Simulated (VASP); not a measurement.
Energy against volume of CaF$_{2}$ (fluorite). Method: RPBE GGA, VASP's PBE PAW potentials (set 64) (plane waves; VASP 6.6.1). Run with 520 eV cut-off, 7×7×7 Γ-centred mesh, Gaussian smearing of 0.050 eV, potentials Ca_sv F.

```csv
V (Å³/atom),E (eV/atom)
13.848,-5.49810
14.290,-5.50884
14.732,-5.51288
15.174,-5.51127
```

Task: Fit these four points and predict the energy of the run at 15.616 Å³/atom.

Result: A cubic in V^(−2/3), the third-order Birch-Murnaghan form, passes through the four points with V0 = 14.82 Å³/atom and B0 = 66 GPa, and gives -5.5049 eV/atom there. The run gave -5.5050 eV/atom, -0.1 meV/atom from the fit; all five points give B0 = 66 GPa.

The compound is CaF2 in the fluorite structure. It was relaxed first, which changed the volume by +9 %.
